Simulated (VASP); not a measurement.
Output of a VASP run:

**OSZICAR**
```
       N       E                     dE             d eps       ncg     rms          rms(c)
DAV:   1     0.274743833130E+03    0.27474E+03   -0.14717E+04  4168   0.131E+03
DAV:   2    -0.153437534893E+02   -0.29009E+03   -0.28708E+03  4461   0.414E+02
DAV:   3    -0.220725106880E+02   -0.67288E+01   -0.65783E+01  4887   0.736E+01
DAV:   4    -0.221461667478E+02   -0.73656E-01   -0.72850E-01  4489   0.696E+00
DAV:   5    -0.221467252118E+02   -0.55846E-03   -0.55838E-03  4627   0.636E-01    0.237E+01
DAV:   6    -0.208600781960E+02    0.12866E+01   -0.31184E+00  4324   0.175E+01    0.740E+00
DAV:   7    -0.207080735587E+02    0.15200E+00   -0.59303E-01  4672   0.690E+00    0.883E-01
DAV:   8    -0.206986346057E+02    0.94390E-02   -0.10786E-02  4202   0.115E+00    0.291E-01
DAV:   9    -0.206985675921E+02    0.67014E-04   -0.51351E-04  4792   0.191E-01    0.211E-02
DAV:  10    -0.206985635146E+02    0.40775E-05   -0.15469E-05  4313   0.341E-02    0.911E-03
DAV:  11    -0.206985626335E+02    0.88107E-06   -0.53425E-07  2175   0.795E-03
   1 F= -.20698563E+02 E0= -.20698168E+02  d E =-.118338E-02
```

OUTCAR:
```
------------------------ aborting loop because EDIFF is reached ----------------------------------------
  FORCE on cell =-STRESS in cart. coord.  units (eV):
  Direction    XX          YY          ZZ          XY          YZ          ZX
  --------------------------------------------------------------------------------------
  Total        0.2955683      0.2955684      0.2780402      0.0000000      0.0000000      0.0000000
  in kB       16.5909818     16.5909873     15.6070838      0.0000000      0.0000000      0.0000000
  external PRESSURE =      16.2630176 kB  Pullay stress =       0.0000000 kB
  volume of cell :       28.54
      direct lattice vectors                 reciprocal lattice vectors
     1.370000000 -2.372910000  0.000000000     0.364963504 -0.210711742  0.000000000
     1.370000000  2.372910000  0.000000000     0.364963504  0.210711742  0.000000000
     0.000000000  0.000000000  4.390000000     0.000000000  0.000000000  0.227790433
 POSITION                                       TOTAL-FORCE (eV/Angst)
 -----------------------------------------------------------------------------------
      1.37000      0.79097      1.09750        -0.000000     -0.000000      0.000000
      1.37000     -0.79097      3.29250         0.000000      0.000000      0.000000
 -----------------------------------------------------------------------------------
    total drift:                               -0.000026      0.000617     -0.000043
  FREE ENERGIE OF THE ION-ELECTRON SYSTEM (eV)
  ---------------------------------------------------
  free  energy   TOTEN  =       -20.6985626335 eV

  energy  without entropy=      -20.6973792511  energy(sigma->0) =      -20.69816817
```
(Selected blocks of OUTCAR.)

**POSCAR**
```
Tc
1
    1.3700000000    -2.3729100000     0.0000000000
    1.3700000000     2.3729100000     0.0000000000
    0.0000000000     0.0000000000     4.3900000000
Tc
2
Direct
  0.3333330000   0.6666670000   0.2500000000
  0.6666670000   0.3333330000   0.7500000000
```

Q: Reconstruct the remaining input files.

A: One answer among several that fit: the input of the run itself, PBE GGA, plane waves, VASP's PBE PAW potentials (set 64).

**KPOINTS**
```
Automatic mesh
0
G
 14 14 8
```

### INCAR
```
ALGO=Normal
EDIFF=1E-6
ENCUT=400
GGA=PE
ISIF=2
ISMEAR=1
LASPH=T
LCHARG=F
LMAXMIX=4
LREAL=F
LWAVE=F
NELM=100
PREC=Accurate
SIGMA=0.1
SYSTEM=Tc
```

POTCAR, in this order: Tc_pv (PBE.64 set). Program: vasp_std.

The compound is Tc in the hcp structure. The cell was not relaxed at this level.
